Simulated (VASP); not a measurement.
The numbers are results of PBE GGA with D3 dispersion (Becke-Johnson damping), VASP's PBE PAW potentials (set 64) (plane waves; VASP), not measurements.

VASP ran on this input.

File POSCAR:
```
Si
5.4198660
  0.0000000000   0.4999999606   0.4999999606
  0.4999999606   0.0000000000   0.4999999606
  0.4999999606   0.4999999606   0.0000000000
Si
2
Cart
  0.0000000000   0.0000000000   0.0000000000
  0.2499999803   0.2499999803   0.2499999803
```

KPOINTS:
```
Automatic mesh
0
Gamma
9 9 9
0 0 0
```

### INCAR
```
IVDW = 12
ISIF = 2   # forces and stress, cell fixed
EDIFF = 1E-7   # SCF stop (eV)
LREAL = .FALSE.   # projection in real space or not
PREC = Accurate
LASPH = .TRUE.
LORBIT = 11   # lm-projected
SYSTEM = Si
GGA = PE   # PBE
ENCUT = 520
LCHARG = .TRUE.
ALGO = Normal
LWAVE = .FALSE.
ISMEAR = -5   # tetrahedra, Bloechl
NELM = 100   # most electronic steps
NEDOS = 601
```

POTCAR, in this order: Si (PBE.64 set). Program: vasp_std.

The run wrote:

**OUTCAR**
```
 ion  position               nearest neighbor table
   1  0.000  0.000  0.000-   2 2.35   2 2.35   2 2.35   2 2.35
   2  0.250  0.250  0.250-   1 2.35   1 2.35   1 2.35   1 2.35
  LATTYP: Found a face centered cubic cell.
 ALAT       =     5.4198655724
 Subroutine PRICEL returns:
 Original cell was already a primitive cell.
 Subroutine GETGRP returns: Found 48 space group operations
The static configuration has the point symmetry T_d .
 The point group associated with its full space group is O_h .
The dynamic configuration has the point symmetry T_d .
 Subroutine INISYM returns: Found 48 space group operations
 Subroutine IBZKPT returns following result:
 Found     35 irreducible k-points:

 Following reciprocal coordinates:
            Coordinates               Weight
  0.000000  0.000000  0.000000      1.000000
  0.111111  0.000000  0.000000      8.000000
  0.222222  0.000000  0.000000      8.000000
  0.333333  0.000000  0.000000      8.000000
  0.444444  0.000000  0.000000      8.000000
  0.111111  0.111111  0.000000      6.000000
  0.222222  0.111111  0.000000     24.000000
  0.333333  0.111111  0.000000     24.000000
...
```

OSZICAR:
```
       N       E                     dE             d eps       ncg     rms          rms(c)
DAV:   1     0.791741907742E+01    0.79174E+01   -0.32726E+03   560   0.768E+02
DAV:   2    -0.107074453941E+02   -0.18625E+02   -0.18181E+02   848   0.837E+01
DAV:   3    -0.110224345844E+02   -0.31499E+00   -0.31499E+00   792   0.127E+01
DAV:   4    -0.110238179444E+02   -0.13834E-02   -0.13834E-02   800   0.794E-01
DAV:   5    -0.110238190365E+02   -0.10921E-05   -0.10924E-05   824   0.254E-02    0.492E+00
DAV:   6    -0.108963457606E+02    0.12747E+00   -0.84791E-02   656   0.153E+00    0.301E+00
DAV:   7    -0.108385741454E+02    0.57772E-01   -0.15946E-01   728   0.222E+00    0.197E-01
DAV:   8    -0.108396440868E+02   -0.10699E-02   -0.41236E-03   616   0.488E-01    0.743E-02
DAV:   9    -0.108398295943E+02   -0.18551E-03   -0.18155E-04   824   0.108E-01    0.577E-02
DAV:  10    -0.108398572125E+02   -0.27618E-04   -0.34665E-05   616   0.440E-02    0.111E-02
DAV:  11    -0.108398568109E+02    0.40163E-06   -0.50511E-07   912   0.519E-03    0.225E-03
DAV:  12    -0.108398571146E+02   -0.30373E-06   -0.57340E-07   632   0.611E-03    0.100E-03
DAV:  13    -0.108398571233E+02   -0.86378E-08   -0.21104E-09   472   0.410E-04
   1 F= -.11471918E+02 E0= -.11471918E+02  d E =0.000000E+00
```

**OUTCAR**
```
------------------------ aborting loop because EDIFF is reached ----------------------------------------
 Edisp (eV)   -0.63206
  FORCE on cell =-STRESS in cart. coord.  units (eV):
  Direction    XX          YY          ZZ          XY          YZ          ZX
  --------------------------------------------------------------------------------------
  Total       0.00063     0.00063     0.00063     0.00000    -0.00000     0.00000
  in kB       0.02549     0.02549     0.02549     0.00000    -0.00000     0.00000
  external pressure =        0.03 kB  Pullay stress =        0.00 kB
  volume of cell :       39.80
      direct lattice vectors                 reciprocal lattice vectors
     0.000000000  2.709932786  2.709932786    -0.184506421  0.184506421  0.184506421
     2.709932786  0.000000000  2.709932786     0.184506421 -0.184506421  0.184506421
     2.709932786  2.709932786  0.000000000     0.184506421  0.184506421 -0.184506421
 POSITION                                       TOTAL-FORCE (eV/Angst)
 -----------------------------------------------------------------------------------
      0.00000      0.00000      0.00000         0.000000      0.000000      0.000000
      1.35497      1.35497      1.35497        -0.000000     -0.000000     -0.000000
 -----------------------------------------------------------------------------------
    total drift:                               -0.000000     -0.000000     -0.000000
  FREE ENERGIE OF THE ION-ELECTRON SYSTEM (eV)
  ---------------------------------------------------
  free  energy   TOTEN  =       -11.4719179288 eV

  energy  without entropy=      -11.4719179288  energy(sigma->0) =      -11.47191793

 total charge

# of ion       s       p       d       tot
------------------------------------------
    1        0.751   0.947   0.000   1.698
    2        0.751   0.947   0.000   1.698
--------------------------------------------------
tot          1.502   1.894   0.000   3.395
```
(Selected blocks of OUTCAR.)

OUTCAR:
```
 val. band max:        5.8872318217   @ k =   0.0000   0.0000   0.0000

 cond. band min:       6.4601046673   @ k =   0.4444   0.4444   0.0000


 Fermi energy:         5.8944309320

 k-point     1 :       0.0000    0.0000    0.0000
  band No.  band energies     occupation
      1      -6.1116      2.00000
      2       5.8872      2.00000
      3       5.8872      2.00000
      4       5.8872      2.00000
      5       8.4552      0.00000
      6       8.4552      0.00000
      7       8.4552      0.00000
      8       9.3304      0.00000

 k-point     2 :       0.1111    0.0000    0.0000
  band No.  band energies     occupation
      1      -5.9492      2.00000
      2       4.5434      2.00000
      3       5.6485      2.00000
      4       5.6485      2.00000
      5       8.4505      0.00000
      6       8.8068      0.00000
      7       8.8068      0.00000
      8      10.4218      0.00000

 k-point     3 :       0.2222    0.0000    0.0000
  band No.  band energies     occupation
      1      -5.4721      2.00000
      2       2.4597      2.00000
      3       5.2227      2.00000
      4       5.2227      2.00000
      5       8.0442      0.00000
      6       9.3357      0.00000
      7       9.3357      0.00000
      8      12.3888      0.00000

 k-point     4 :       0.3333    0.0000    0.0000
  band No.  band energies     occupation
      1      -4.7271      2.00000
      2       0.5386      2.00000
      3       4.8837      2.00000
      4       4.8837      2.00000
      5       7.6743      0.00000
      6       9.3961      0.00000
      7       9.3961      0.00000
      8      13.7820      0.00000

 k-point     5 :       0.4444    0.0000    0.0000
  band No.  band energies     occupation
      1      -3.9297      2.00000
      2      -0.8656      2.00000
      3       4.7074      2.00000
      4       4.7074      2.00000
      5       7.4743      0.00000
      6       9.2505      0.00000
      7       9.2505      0.00000
...
```

The compound is Si in the diamond structure. It was relaxed first.
